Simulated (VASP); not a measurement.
# Si2Mo with r2SCAN: from relaxation to properties, part 2 of 4

What structure does Si2Mo take at this level, and what are its properties? The start cell is built, not measured: it takes the structure of COD entry 1532195, Si2W (space group 139 there), with some of its atoms replaced by other elements, volume scaled by an estimate.

VASP 6.6.1, plane waves and PAW; the level of theory is named at each step.

So far. Step 2 (Rough relaxation of the start cell): It ends with a largest force of 0.008 eV/Å and a pressure of 0.00 GPa. The relaxed cell has a = 3.202, c = 7.818 Å (conventional setting).

### 3. Full relaxation (r2SCAN)

Level of this step: r2SCAN; plane waves and PAW (Mo_sv, Si) (VASP).

Properties are meant for the cell that this level of theory prefers, so cell and atoms are relaxed first (ISIF = 3) until forces and stress are small; EDIFFG sets the threshold.

Input file INCAR:

```
SYSTEM = Si2Mo
PREC = Accurate
ENCUT = 400
EDIFF = 1E-06
NELM = 100
ISMEAR = 0
SIGMA = 0.05
LREAL = .FALSE.
ALGO = Normal
METAGGA = R2SCAN
LASPH = .TRUE.
NBANDS = 17
LORBIT = 11
LWAVE = .FALSE.
LCHARG = .FALSE.
IBRION = 2
NSW = 60
ISIF = 3
EDIFFG = -0.01
```

Input file POSCAR:

```
Si2Mo
1.0
   -1.6011215520      1.6011215520      3.9091814693
    1.6011215520     -1.6011215520      3.9091814693
    1.6011215520      1.6011215520     -3.9091814693
Mo Si
1 2
Direct
    0.0000000000      0.0000000000      0.0000000000
    0.3351696015      0.3351696015      0.0000000000
    0.6648303985      0.6648303985      0.0000000000
```

Input file KPOINTS:

```
Automatic mesh
0
Gamma
10 10 10
0 0 0
```

The projector-augmented-wave data sets are Mo_sv and Si (PBE family, release 64).

Launch:

```console
$ mpirun -np 1 vasp_std
```

What it wrote:

```text
[banner, memory and clock lines left out]
running    1 mpi-ranks, on    1 nodes
 distrk:  each k-point on    1 cores,    1 groups
 distr:  one band on    1 cores,    1 groups

 POSCAR found type information on POSCAR MoSi
 POSCAR found :  2 types and       3 ions
 [... a notice as in an earlier step ...]

 LDA part: xc-table for (None), standard interpolation
 POSCAR, INCAR and KPOINTS ok, starting setup
 FFT: planning ... GRIDC
 FFT: planning ... GRID_SOFT
 FFT: planning ... GRID
 WAVECAR not read
 entering main loop
       N       E                     dE             d eps       ncg     rms          rms(c)
DAV:   1     0.753576660353E+02    0.75358E+02   -0.10114E+04  3492   0.104E+03
DAV:   2    -0.499591176468E+02   -0.12532E+03   -0.12338E+03  4354   0.287E+02
DAV:   3    -0.521594397720E+02   -0.22003E+01   -0.21887E+01  4305   0.349E+01
DAV:   4    -0.521695860414E+02   -0.10146E-01   -0.10142E-01  4351   0.274E+00
DAV:   5    -0.521696514644E+02   -0.65423E-04   -0.65422E-04  4269   0.207E-01    0.247E+01
DAV:   6    -0.450272529086E+02    0.71424E+01   -0.55776E+00  3619   0.214E+01    0.498E+00
DAV:   7    -0.450092529753E+02    0.18000E-01   -0.28879E-01  3736   0.366E+00    0.378E+00
DAV:   8    -0.450154870366E+02   -0.62341E-02   -0.46508E-02  4109   0.186E+00    0.718E-01
DAV:   9    -0.450171035781E+02   -0.16165E-02   -0.50234E-03  3937   0.555E-01    0.287E-01
DAV:  10    -0.450173317308E+02   -0.22815E-03   -0.48525E-04  3973   0.167E-01    0.560E-02
DAV:  11    -0.450174431120E+02   -0.11138E-03   -0.19028E-04  3840   0.114E-01    0.590E-02
DAV:  12    -0.450174501735E+02   -0.70616E-05   -0.91481E-06  4240   0.223E-02    0.199E-02
DAV:  13    -0.450174532781E+02   -0.31045E-05   -0.41622E-06  3666   0.135E-02    0.403E-03
DAV:  14    -0.450174533873E+02   -0.10928E-06   -0.33851E-07  2036   0.414E-03
   1 F= -.45017453E+02 E0= -.45017262E+02  d E =-.450175E+02
 curvature:   0.00 expect dE= 0.000E+00 dE for cont linesearch  0.000E+00
 trial: gam= 0.00000 g(F)=  0.185E-03 g(S)=  0.257E-04 ort = 0.000E+00 (trialstep = 0.100E+01)
 search vector abs. value=  0.210E-03
 bond charge predicted
       N       E                     dE             d eps       ncg     rms          rms(c)
DAV:   1    -0.450175924864E+02   -0.13921E-03   -0.44788E-03  3562   0.555E-01    0.576E-02
DAV:   2    -0.450175588254E+02    0.33661E-04   -0.13190E-04  4384   0.878E-02    0.278E-02
DAV:   3    -0.450175501439E+02    0.86815E-05   -0.24491E-05  4205   0.397E-02    0.990E-03
DAV:   4    -0.450175500240E+02    0.11988E-06   -0.19972E-06  2733   0.116E-02
   2 F= -.45017550E+02 E0= -.45017378E+02  d E =-.966367E-04
[...]
3 F= -.45017551E+02 E0= -.45017377E+02  d E =-.974907E-04
[...]
4 F= -.45017549E+02 E0= -.45017377E+02  d E =0.192654E-05
 trial-energy change:    0.000002  1 .order    0.000001   -0.000032    0.000033
 step:   0.4819(harm=  0.4819)  dis= 0.00028  next Energy=   -45.017559 (dE=-0.784E-05)
 bond charge predicted
       N       E                     dE             d eps       ncg     rms          rms(c)
DAV:   1    -0.450176032138E+02   -0.54046E-04   -0.12116E-03  3751   0.334E-01    0.692E-02
DAV:   2    -0.450175627486E+02    0.40465E-04   -0.30147E-04  3668   0.128E-01    0.183E-02
DAV:   3    -0.450175573651E+02    0.53835E-05   -0.19224E-05  3632   0.264E-02    0.784E-03
DAV:   4    -0.450175569483E+02    0.41681E-06   -0.26869E-06  2707   0.140E-02
   5 F= -.45017557E+02 E0= -.45017384E+02  d E =-.607026E-05
 curvature:  -0.28 expect dE=-0.492E-06 dE for cont linesearch -0.141E-06
 trial: gam= 0.00000 g(F)=  0.773E-08 g(S)=  0.173E-05 ort =-0.436E-05 (trialstep = 0.882E+00)
 search vector abs. value=  0.174E-05
 reached required accuracy - stopping structural energy minimisation
```

Wall time 10 min (1 MPI rank of Intel Xeon 6975P-C (Granite Rapids), shared host); peak memory 0.21 GiB.

Parts of OUTCAR (step 3):

```text
  LATTYP: Found a body centered tetragonal cell.
 ALAT       =     3.2022431040
 C/A-ratio  =     2.4415269811

The static configuration has the point symmetry D_4h.

 Found    102 irreducible k-points:

   k-points           NKPTS =    102   k-points in BZ     NKDIM =    102   number of bands    NBANDS=     17

   dimension x,y,z NGX =    30 NGY =   30 NGZ =   30
   dimension x,y,z NGXF=    60 NGYF=   60 NGZF=   60

   ENCUT  =  400.0 eV  29.40 Ry    5.42 a.u.   7.37  7.37  7.37*2*pi/ulx,y,z

   NELECT =      22.0000    total number of electrons

 E-fermi :  12.1892

 k-point     1 :       0.0000    0.0000    0.0000
  band No.  band energies     occupation
    ...
      6       5.5145      2.00000
      7       8.8384      2.00000
      8       9.1822      2.00000
      9       9.4849      2.00000
     10       9.4849      2.00000
     11      12.6384      0.00000
     12      15.7103      0.00000
     13      15.7589      0.00000
     14      15.9439      0.00000
     15      15.9439      0.00000
    ...

 k-point     2 :       0.1000   -0.0000    0.0000
  band No.  band energies     occupation
    ...
      7       8.1544      2.00000
      8       9.1808      2.00000
      9       9.6126      2.00000
     10       9.8460      2.00000
     11      12.0943      1.99274
     12      15.0249      0.00000
     13      15.2631      0.00000
     14      16.1518      0.00000
     15      16.4930      0.00000
     16      17.1702      0.00000
    ...

  Total       -0.0058085     -0.0058085     -0.0063371      0.0000000     -0.0000000      0.0000000
  in kB       -0.2320855     -0.2320855     -0.2532032      0.0000000     -0.0000000      0.0000000
  external PRESSURE =      -0.2391247 kB  Pullay stress =       0.0000000 kB

  energy-cutoff  :      400.00
  volume of cell :       40.10
      direct lattice vectors                 reciprocal lattice vectors
    -1.601532355  1.601532355  3.908392465     0.000000000  0.312200998  0.127929834
     1.601532355 -1.601532355  3.908392465     0.312200998  0.000000000  0.127929834
     1.601532355  1.601532355 -3.908392465     0.312200998  0.312200998  0.000000000

 POSITION                                       TOTAL-FORCE (eV/Angst)
 -----------------------------------------------------------------------------------
      0.00000      0.00000      0.00000         0.000000     -0.000000      0.000000
      0.00000      0.00000      2.62216        -0.000000      0.000000      0.000283
      0.00000      0.00000      5.19463        -0.000000     -0.000000     -0.000283
 -----------------------------------------------------------------------------------
    total drift:                               -0.000000      0.000000      0.000000

  FREE ENERGIE OF THE ION-ELECTRON SYSTEM (eV)
  ---------------------------------------------------
  free  energy   TOTEN  =       -45.0175569483 eV

  energy  without entropy=      -45.0172111178  energy(sigma->0) =      -45.01738403

 total charge
# of ion       s       p       d       tot
------------------------------------------
    1        2.282   6.217   4.165  12.664
    2        0.730   0.892   0.000   1.622
    3        0.730   0.892   0.000   1.622
--------------------------------------------------
tot          3.743   8.000   4.165  15.908

[... 2 parts as in an earlier step ...]

[... 7 further parts left out ...]
```

CONTCAR:

```
Si2Mo
   1.00000000000000
    -1.6015323553567837    1.6015323553567837    3.9083924647641655
     1.6015323553567837   -1.6015323553567837    3.9083924647641655
     1.6015323553567837    1.6015323553567837   -3.9083924647641655
  Mo              Si
     1     2
Direct
     0.0000000000000000    0.0000000000000000    0.0000000000000000
     0.3354524068228313    0.3354524068228313    0.0000000000000000
     0.6645475931771687    0.6645475931771687    0.0000000000000000
```

Little changed from the start: no atom moved by 0.005 Å and no cell edge by 0.1 %.

This step gave:

- irreducible k-points: 102
- Fermi energy: 12.19 eV
- pressure: -0.02391 GPa

It ends with forces under 0.001 eV/Å and a pressure of -0.02 GPa.

### 4. Single point with fields (r2SCAN)

The relaxed cell gets a fresh self-consistent run, on a basis set for its own volume, to fix the density and to check the remaining stress.

INCAR: that of step 3 with these lines changed.

```diff
@@ -14,6 +14,5 @@
 LWAVE = .FALSE.
-LCHARG = .FALSE.
-IBRION = 2
-NSW = 60
-ISIF = 3
-EDIFFG = -0.01
+LCHARG = .TRUE.
+ISIF = 2
+LELF = .TRUE.
+LVHAR = .TRUE.
```

Input file POSCAR:

```
Si2Mo
1.0
   -1.6015323554      1.6015323554      3.9083924648
    1.6015323554     -1.6015323554      3.9083924648
    1.6015323554      1.6015323554     -3.9083924648
Mo Si
1 2
Direct
    0.0000000000      0.0000000000      0.0000000000
    0.3354524068      0.3354524068      0.0000000000
    0.6645475932      0.6645475932      0.0000000000
```

KPOINTS is that of step 3.

Launch:

```console
$ mpirun -np 1 vasp_std
```

What it wrote:

```text
[... set-up lines as in an earlier step ...]
 entering main loop
       N       E                     dE             d eps       ncg     rms          rms(c)
DAV:   1     0.735335343212E+02    0.73534E+02   -0.10167E+04  3508   0.104E+03
DAV:   2    -0.498291867167E+02   -0.12336E+03   -0.12123E+03  4306   0.284E+02
DAV:   3    -0.521583994944E+02   -0.23292E+01   -0.23095E+01  4267   0.355E+01
DAV:   4    -0.521695859674E+02   -0.11186E-01   -0.11182E-01  4313   0.279E+00
DAV:   5    -0.521696541387E+02   -0.68171E-04   -0.68157E-04  4365   0.213E-01    0.247E+01
DAV:   6    -0.450270485210E+02    0.71426E+01   -0.55644E+00  3625   0.214E+01    0.498E+00
DAV:   7    -0.450092486479E+02    0.17800E-01   -0.28404E-01  3715   0.364E+00    0.377E+00
DAV:   8    -0.450156004535E+02   -0.63518E-02   -0.45955E-02  4101   0.185E+00    0.711E-01
DAV:   9    -0.450172245898E+02   -0.16241E-02   -0.49316E-03  3933   0.551E-01    0.284E-01
DAV:  10    -0.450174557781E+02   -0.23119E-03   -0.48369E-04  3937   0.166E-01    0.555E-02
DAV:  11    -0.450175662331E+02   -0.11046E-03   -0.18800E-04  3836   0.113E-01    0.581E-02
DAV:  12    -0.450175732400E+02   -0.70069E-05   -0.87546E-06  4288   0.216E-02    0.200E-02
DAV:  13    -0.450175764231E+02   -0.31831E-05   -0.42358E-06  3673   0.135E-02    0.404E-03
DAV:  14    -0.450175765191E+02   -0.95974E-07   -0.32128E-07  2007   0.406E-03
   1 F= -.45017577E+02 E0= -.45017404E+02  d E =-.345707E-03
```

Run time: 4.2 min. Hardware: 1 MPI rank; peak memory 0.19 GiB.

OUTCAR, selected parts (step 4):

```text
  LATTYP: Found a body centered tetragonal cell.
 ALAT       =     3.2030647108
 C/A-ratio  =     2.4404080577

The static configuration has the point symmetry D_4h.

 Found    102 irreducible k-points:

   NELECT =      22.0000    total number of electrons

 E-fermi :  12.1892

 k-point     1 :       0.0000    0.0000    0.0000
  band No.  band energies     occupation
    ...
      6       5.5145      2.00000
      7       8.8384      2.00000
      8       9.1821      2.00000
      9       9.4849      2.00000
     10       9.4849      2.00000
     11      12.6384      0.00000
     12      15.7101      0.00000
     13      15.7589      0.00000
     14      15.9439      0.00000
     15      15.9439      0.00000
    ...

 k-point     2 :       0.1000   -0.0000    0.0000
  band No.  band energies     occupation
    ...
      7       8.1544      2.00000
      8       9.1808      2.00000
      9       9.6126      2.00000
     10       9.8460      2.00000
     11      12.0943      1.99276
     12      15.0250      0.00000
     13      15.2631      0.00000
     14      16.1516      0.00000
     15      16.4930      0.00000
     16      17.1702      0.00000
    ...

  Total       -0.0054598     -0.0054598     -0.0021073      0.0000000     -0.0000000      0.0000000
  in kB       -0.2181507     -0.2181507     -0.0841976      0.0000000     -0.0000000      0.0000000
  external PRESSURE =      -0.1734997 kB  Pullay stress =       0.0000000 kB

 POSITION                                       TOTAL-FORCE (eV/Angst)
 -----------------------------------------------------------------------------------
      0.00000      0.00000      0.00000        -0.000000      0.000000      0.000000
      0.00000      0.00000      2.62216         0.000000     -0.000000      0.000213
      0.00000      0.00000      5.19463         0.000000      0.000000     -0.000213
 -----------------------------------------------------------------------------------
    total drift:                                0.000000      0.000000     -0.000000

  FREE ENERGIE OF THE ION-ELECTRON SYSTEM (eV)
  ---------------------------------------------------
  free  energy   TOTEN  =       -45.0175765191 eV

  energy  without entropy=      -45.0172308119  energy(sigma->0) =      -45.01740367

[... 6 parts as in an earlier step ...]

[... 7 further parts left out ...]
```

This step gave:

| Quantity | Value |
| --- | --- |
| SCF cycles | 14 |
| pressure | -0.01735 GPa |

Valence electrons inside each PAW sphere by angular momentum. Sphere charges, by row:

```csv
atom,s (e),p (e),d (e),tot (e)
Mo1,2.282,6.217,4.165,12.66
Si2,0.73,0.892,0,1.622
Si3,0.73,0.892,0,1.622
```

Valence density in the ac plane of the conventional cell at fractional y = 0.000, with atoms of Mo and Si within 0.2 Å of it. It is the smooth field of the valence electrons, not physical close to the nuclei.

Ten steps, logarithmic in the rise over the least value, from '0' (-0.1 e/Å³) to '9' (7.4 e/Å³), each cell a mean:
```
99875433345799
88754333344678
65544333334455
44443333333444
44443333333444
44443333333444
33443333334443
02344333334431
12444333344432
34444333344444
44444333334444
44443333333444
44443333334444
44444333344444
33444333344443
02344333344431
23344333334432
44443333334444
44443333333444
44443333333444
54443333334445
77654333344567
99865433345789
99975433346899
```
Columns run along a (3.2 Å), rows up along c (7.8 Å), edges of the conventional cell, whose origin can differ from the input's. Atoms in or near the plane, at fractional coordinates: Mo at (0.00, 0.00), Si at (0.00, 0.34), Si at (0.00, 0.66).

Electrostatic potential energy in the ac plane of the conventional cell at fractional y = 0.000, with atoms of Mo and Si within 0.2 Å of it. With pseudopotentials it is smooth inside the atoms' cores, unlike the true potential.

Ten even steps from '_' (-92 eV) to '@' (1 eV), each cell a mean:
```
::--==++##@@@@@@@@@@##++--::
====++##%%@@@@@@@@@@%%**++==
####%%@@@@@@@@@@@@@@@@%%####
@@@@@@@@@@@@@@@@@@@@@@@@@@@@
@@@@@@@@@@@@@@@@@@@@@@@@@@@@
**##%%@@@@@@@@@@@@@@@@@@%%##
..::++%%@@@@@@@@@@@@%%##==::
____--**%%@@@@@@@@@@%%++..__
____--##@@@@@@@@@@@@%%**::__
--==**%%@@@@@@@@@@@@@@%%**==
%%%%@@@@@@@@@@@@@@@@@@@@%%%%
@@@@@@@@@@@@@@@@@@@@@@@@@@@@
@@@@@@@@@@@@@@@@@@@@@@@@@@@@
**##%%@@@@@@@@@@@@@@@@%%##**
..::++##@@@@@@@@@@@@%%##==..
____::**%%@@@@@@@@@@%%++..__
__..==##@@@@@@@@@@@@%%**::__
==++##%%@@@@@@@@@@@@@@%%**++
%%%%@@@@@@@@@@@@@@@@@@@@@@%%
@@@@@@@@@@@@@@@@@@@@@@@@@@@@
%%%%@@@@@@@@@@@@@@@@@@@@%%%%
++++**%%@@@@@@@@@@@@@@##**++
----==**%%@@@@@@@@@@##++==--
::::--++##@@@@@@@@%%**==--::
```
Columns run along a (3.2 Å; values clipped at the 3rd and 97th percentile), rows up along c (7.8 Å), edges of the conventional cell, whose origin can differ from the input's. Atoms in or near the plane, at fractional coordinates: Mo at (0.00, 0.00), Si at (0.00, 0.34), Si at (0.00, 0.66).

ELF in the ac plane of the conventional cell at fractional y = 0.000, with atoms of Mo and Si within 0.2 Å of it. It is the smooth field of the valence electrons, not physical close to the nuclei.

Values, 24 rows by 14 columns, each cell a mean:
```
0.52 0.63 0.69 0.52 0.24 0.16 0.27 0.33 0.24 0.16 0.31 0.60 0.70 0.61
0.65 0.64 0.55 0.37 0.22 0.23 0.33 0.38 0.31 0.21 0.24 0.43 0.60 0.65
0.36 0.35 0.31 0.26 0.25 0.30 0.36 0.38 0.35 0.28 0.24 0.26 0.31 0.35
0.35 0.35 0.35 0.35 0.34 0.31 0.30 0.29 0.30 0.32 0.34 0.36 0.36 0.36
0.66 0.64 0.60 0.52 0.40 0.27 0.19 0.17 0.21 0.31 0.44 0.55 0.62 0.65
0.72 0.71 0.67 0.58 0.42 0.24 0.14 0.11 0.15 0.29 0.47 0.61 0.68 0.71
0.40 0.43 0.49 0.52 0.44 0.28 0.17 0.13 0.19 0.33 0.47 0.51 0.46 0.41
0.10 0.16 0.34 0.49 0.52 0.40 0.28 0.24 0.31 0.45 0.53 0.45 0.27 0.14
0.11 0.20 0.42 0.59 0.63 0.52 0.41 0.36 0.43 0.57 0.63 0.56 0.35 0.17
0.30 0.39 0.56 0.66 0.65 0.54 0.44 0.40 0.46 0.58 0.66 0.65 0.52 0.36
0.48 0.52 0.58 0.60 0.56 0.47 0.40 0.37 0.41 0.50 0.57 0.60 0.57 0.51
0.50 0.51 0.52 0.51 0.47 0.41 0.36 0.34 0.37 0.43 0.48 0.51 0.52 0.51
0.50 0.52 0.55 0.55 0.50 0.43 0.37 0.35 0.39 0.46 0.52 0.55 0.54 0.52
0.41 0.48 0.60 0.65 0.61 0.52 0.43 0.40 0.45 0.55 0.63 0.63 0.56 0.45
0.18 0.29 0.50 0.64 0.65 0.55 0.44 0.39 0.46 0.59 0.66 0.61 0.43 0.25
0.07 0.15 0.35 0.53 0.57 0.47 0.35 0.30 0.37 0.52 0.58 0.49 0.28 0.12
0.20 0.26 0.38 0.48 0.47 0.33 0.21 0.17 0.24 0.38 0.49 0.47 0.34 0.25
0.61 0.60 0.60 0.55 0.43 0.25 0.14 0.11 0.16 0.30 0.47 0.58 0.61 0.61
0.74 0.72 0.67 0.57 0.41 0.25 0.16 0.13 0.17 0.30 0.46 0.60 0.69 0.73
0.50 0.50 0.48 0.44 0.37 0.30 0.25 0.23 0.26 0.32 0.39 0.45 0.48 0.50
0.27 0.28 0.28 0.28 0.29 0.32 0.34 0.35 0.34 0.31 0.29 0.28 0.28 0.28
0.55 0.52 0.42 0.29 0.22 0.27 0.35 0.39 0.33 0.24 0.23 0.33 0.47 0.53
0.64 0.68 0.66 0.46 0.23 0.19 0.30 0.36 0.27 0.18 0.28 0.54 0.68 0.66
0.36 0.56 0.70 0.55 0.25 0.15 0.25 0.32 0.22 0.15 0.33 0.62 0.67 0.49
```
Columns run along a (3.2 Å), rows up along c (7.8 Å), edges of the conventional cell, whose origin can differ from the input's. Atoms in or near the plane, at fractional coordinates: Mo at (0.00, 0.00), Si at (0.00, 0.34), Si at (0.00, 0.66).

In this run the pressure is -0.02 GPa, small enough to go on.

[end of part 2 of 4]

[Lines on the potential files, build, host, timing and source positions are cut from VASP's logs without a mark.]

[Logs are printed without paths, hosts, clocks, repeated set-up lines and the standing remarks that a program may print on its own settings, such as how far it seeks lower states.]

[Hosts, paths, dates, database ids (printed as entryN), source tags and the programs' standing remarks are cut or masked in the printed files.]

[A measured line is paired with the nearest computed mode of its activity, which favours agreement.]
